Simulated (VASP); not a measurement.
Output of a VASP run:

File OUTCAR:
```
 ion  position               nearest neighbor table
   1  0.000  0.000  0.750-   3 1.42   3 1.42   3 1.42
   2  0.000  0.000  0.250-   4 1.42   4 1.42   4 1.42
   3  0.667  0.333  0.750-   1 1.42   1 1.42   1 1.42
   4  0.333  0.667  0.250-   2 1.42   2 1.42   2 1.42
  LATTYP: Found a hexagonal cell.
 ALAT       =     2.4600000000
 C/A-ratio  =     2.7276422764
 Subroutine PRICEL returns:
 Original cell was already a primitive cell.
 Subroutine GETGRP returns: Found 24 space group operations
The static configuration has the point symmetry D_3d.
 The point group associated with its full space group is D_6h.
The dynamic configuration has the point symmetry D_3d.
 Subroutine INISYM returns: Found 24 space group operations
 Subroutine IBZKPT returns following result:
 Found     81 irreducible k-points:

 Following reciprocal coordinates:
            Coordinates               Weight
  0.000000  0.000000  0.000000      1.000000
  0.066667  0.000000  0.000000      6.000000
  0.133333 -0.000000  0.000000      6.000000
  0.200000  0.000000  0.000000      6.000000
  0.266667 -0.000000  0.000000      6.000000
  0.333333  0.000000  0.000000      6.000000
  0.400000  0.000000  0.000000      6.000000
  0.466667  0.000000  0.000000      6.000000
  0.066667  0.066667  0.000000      6.000000
  0.133333  0.066667  0.000000     12.000000
  0.200000  0.066667  0.000000     12.000000
  0.266667  0.066667  0.000000     12.000000
  0.333333  0.066667  0.000000     12.000000
  0.400000  0.066667  0.000000     12.000000
  0.466667  0.066667  0.000000      6.000000
  0.133333  0.133333  0.000000      6.000000
  0.200000  0.133333  0.000000     12.000000
  0.266667  0.133333  0.000000     12.000000
  0.333333  0.133333  0.000000     12.000000
  0.400000  0.133333  0.000000     12.000000
  0.200000  0.200000  0.000000      6.000000
  0.266667  0.200000  0.000000     12.000000
  0.333333  0.200000  0.000000     12.000000
  0.400000  0.200000  0.000000      6.000000
  0.266667  0.266667  0.000000      6.000000
  0.333333  0.266667  0.000000     12.000000
  0.333333  0.333333  0.000000      2.000000
  0.000000  0.000000  0.200000      2.000000
  0.066667  0.000000  0.200000     12.000000
  0.133333 -0.000000  0.200000     12.000000
  0.200000  0.000000  0.200000     12.000000
  0.266667 -0.000000  0.200000     12.000000
  0.333333  0.000000  0.200000     12.000000
  0.400000  0.000000  0.200000     12.000000
  0.466667  0.000000  0.200000     12.000000
  0.066667  0.066667  0.200000     12.000000
  0.133333  0.066667  0.200000     24.000000
  0.200000  0.066667  0.200000     24.000000
  0.266667  0.066667  0.200000     24.000000
  0.333333  0.066667  0.200000     24.000000
   k-points           NKPTS =     81   k-points in BZ     NKDIM =     81   number of bands    NBANDS=     12
   number of dos      NEDOS =    301   number of ions     NIONS =      4
   total plane-waves  NPLWV =  21600
   dimension x,y,z NGX =    20 NGY =   20 NGZ =   54
   dimension x,y,z NGXF=    40 NGYF=   40 NGZF=  108
   ions per type =               4
   PREC   = accura    normal or accurate (medium, high low for compatibility)
   ISTART =      0    job   : 0-new  1-cont  2-samecut
   ICHARG =      2    charge: 1-file 2-atom 10-const
   ISPIN  =      1    spin polarized calculation?
   LNONCOLLINEAR =      F non collinear calculations
   LSORBIT =      F    spin-orbit coupling
   INIWAV =      1    electr: 0-lowe 1-rand  2-diag
   ENCUT  =  580.0 eV  42.63 Ry    6.53 a.u.   4.83  4.83 13.18*2*pi/ulx,y,z
   NELM   =    100;   NELMIN=  2; NELMDL= -5     # of ELM steps
   EDIFF  = 0.1E-05   stopping-criterion for ELM
   LREAL  =      F    real-space projection
   NLSPLINE    = F    spline interpolate recip. space projectors
   LMAXMIX     =    2 max onsite mixed and CHGCAR
   VOSKOWN=      0    Vosko Wilk Nusair interpolation
...
```

### OSZICAR
```
...
       N       E                     dE             d eps       ncg     rms          rms(c)
DAV:   1    -0.321126106664E+02    0.29007E-02   -0.25268E-01  2080   0.511E+00    0.329E-01
DAV:   2    -0.321111156381E+02    0.14950E-02   -0.38959E-03  2500   0.540E-01    0.224E-01
DAV:   3    -0.321100995897E+02    0.10160E-02   -0.14970E-03  2384   0.289E-01    0.207E-02
DAV:   4    -0.321101017478E+02   -0.21581E-05   -0.51241E-05  2376   0.541E-02    0.110E-02
DAV:   5    -0.321101014417E+02    0.30616E-06   -0.98721E-06  2388   0.244E-02
   2 F= -.32110101E+02 E0= -.32109948E+02  d E =0.540991E-02
       N       E                     dE             d eps       ncg     rms          rms(c)
DAV:   1    -0.321180389400E+02   -0.79372E-02   -0.12110E-01  2108   0.356E+00    0.228E-01
DAV:   2    -0.321173233931E+02    0.71555E-03   -0.19353E-03  2484   0.375E-01    0.156E-01
DAV:   3    -0.321168824807E+02    0.44091E-03   -0.73551E-04  2384   0.202E-01    0.144E-02
DAV:   4    -0.321168787111E+02    0.37696E-05   -0.25797E-05  2376   0.381E-02    0.754E-03
DAV:   5    -0.321168788182E+02   -0.10706E-06   -0.44315E-06  2364   0.163E-02
   3 F= -.32116879E+02 E0= -.32116725E+02  d E =-.136746E-02
       N       E                     dE             d eps       ncg     rms          rms(c)
DAV:   1    -0.321168782774E+02    0.43369E-06   -0.97988E-06  2324   0.323E-02    0.188E-03
DAV:   2    -0.321168781762E+02    0.10118E-06   -0.12817E-07  1460   0.342E-03
   4 F= -.32116878E+02 E0= -.32116724E+02  d E =-.136682E-02
       N       E                     dE             d eps       ncg     rms          rms(c)
DAV:   1    -0.321170260047E+02   -0.14773E-03   -0.31663E-03  2048   0.463E-01    0.376E-02
DAV:   2    -0.321169611237E+02    0.64881E-04   -0.87980E-05  2096   0.718E-02    0.200E-02
DAV:   3    -0.321169362968E+02    0.24827E-04   -0.84054E-05  2288   0.616E-02    0.485E-03
DAV:   4    -0.321169363085E+02   -0.11734E-07   -0.15745E-06  1996   0.100E-02
   5 F= -.32116936E+02 E0= -.32116783E+02  d E =-.581323E-04
       N       E                     dE             d eps       ncg     rms          rms(c)
DAV:   1    -0.321178938358E+02   -0.95754E-03   -0.28450E-02  1960   0.139E+00    0.113E-01
DAV:   2    -0.321173110891E+02    0.58275E-03   -0.79193E-04  2092   0.216E-01    0.599E-02
DAV:   3    -0.321170862297E+02    0.22486E-03   -0.75387E-04  2268   0.185E-01    0.144E-02
DAV:   4    -0.321170860593E+02    0.17037E-06   -0.14295E-05  2308   0.301E-02    0.106E-02
DAV:   5    -0.321170843264E+02    0.17329E-05   -0.21180E-06  1672   0.143E-02    0.918E-04
DAV:   6    -0.321170844178E+02   -0.91376E-07   -0.27867E-07  1268   0.537E-03
   6 F= -.32117084E+02 E0= -.32116931E+02  d E =-.206242E-03
       N       E                     dE             d eps       ncg     rms          rms(c)
DAV:   1    -0.321204841034E+02   -0.33998E-02   -0.11433E-01  1960   0.279E+00    0.227E-01
DAV:   2    -0.321181387164E+02    0.23454E-02   -0.31911E-03  2052   0.432E-01    0.120E-01
DAV:   3    -0.321172342034E+02    0.90451E-03   -0.30224E-03  2248   0.370E-01    0.289E-02
DAV:   4    -0.321172332028E+02    0.10006E-05   -0.57014E-05  2296   0.601E-02    0.210E-02
DAV:   5    -0.321172271768E+02    0.60260E-05   -0.87987E-06  2292   0.283E-02    0.217E-03
DAV:   6    -0.321172273977E+02   -0.22089E-06   -0.30824E-07  1440   0.519E-03
   7 F= -.32117227E+02 E0= -.32117073E+02  d E =-.349221E-03
```

### OUTCAR
```
------------------------ aborting loop because EDIFF is reached ----------------------------------------
  FORCE on cell =-STRESS in cart. coord.  units (eV):
  Direction    XX          YY          ZZ          XY          YZ          ZX
  --------------------------------------------------------------------------------------
  Total        0.0094701      0.0094701     -0.0155854      0.0000000     -0.0000000      0.0000000
  in kB        0.4330779      0.4330777     -0.7127346      0.0000000     -0.0000000      0.0000000
  external PRESSURE =       0.0511403 kB  Pullay stress =       0.0000000 kB
  volume of cell :       35.03
      direct lattice vectors                 reciprocal lattice vectors
     2.465330608  0.000000000  0.000000000     0.405625110  0.234187821  0.000000000
    -1.232665304  2.135038438 -0.000000000    -0.000000000  0.468375642  0.000000000
     0.000000000 -0.000000000  6.656101943    -0.000000000  0.000000000  0.150238084
 POSITION                                       TOTAL-FORCE (eV/Angst)
 -----------------------------------------------------------------------------------
      2.46533      0.00000      4.99208         0.000000     -0.000000     -0.000000
     -1.23267      2.13504      1.66403        -0.000000     -0.000000      0.000000
      1.23267      0.71168      4.99208         0.000000     -0.000000      0.000000
     -0.00000      1.42336      1.66403        -0.000000      0.000000      0.000000
 -----------------------------------------------------------------------------------
    total drift:                                0.000000      0.000000      0.000000
  FREE ENERGIE OF THE ION-ELECTRON SYSTEM (eV)
  ---------------------------------------------------
  free  energy   TOTEN  =       -32.1172273977 eV

  energy  without entropy=      -32.1167655054  energy(sigma->0) =      -32.11707343

 reached required accuracy - stopping structural energy minimisation
```
(Selected blocks of OUTCAR.)

File POSCAR:
```
C
1
    2.4600000000     0.0000000000     0.0000000000
   -1.2300000000     2.1304220000     0.0000000000
    0.0000000000     0.0000000000     6.7100000000
C
4
Direct
  0.0000000000   0.0000000000   0.7500000000
  0.0000000000   0.0000000000   0.2500000000
  0.6666670000   0.3333330000   0.7500000000
  0.3333330000   0.6666670000   0.2500000000
```

Task: Write an INCAR and KPOINTS that could have produced this output.

Result: This is not unique; one that fits is the input of the run itself, optB88-vdW, plane waves, VASP's PBE PAW potentials (set 64).

KPOINTS:
```
Automatic
0
Gamma
  15 15 5
0 0 0
```

**INCAR**
```
AGGAC  =  0.0
ALGO  =  Normal
EDIFF  =  1E-6
EDIFFG  =  -0.01
ENCUT  =  580
GGA  =  BO
IBRION  =  2
ISIF  =  3
ISMEAR  =  1
LASPH  =  .TRUE.
LCHARG  =  .FALSE.
LREAL  =  .FALSE.
LUSE_VDW  =  .TRUE.
LWAVE  =  .FALSE.
NELM  =  100
NSW  =  60
PARAM1  =  0.1833333333
PARAM2  =  0.22
PREC  =  Accurate
SIGMA  =  0.1
SYSTEM  =  C
```

POTCAR, in this order: C (PBE.64 set). Program: vasp_std.

The compound is C in the graphite structure. This run relaxes it. Symmetry was kept, so distortions that lower it aren't found.
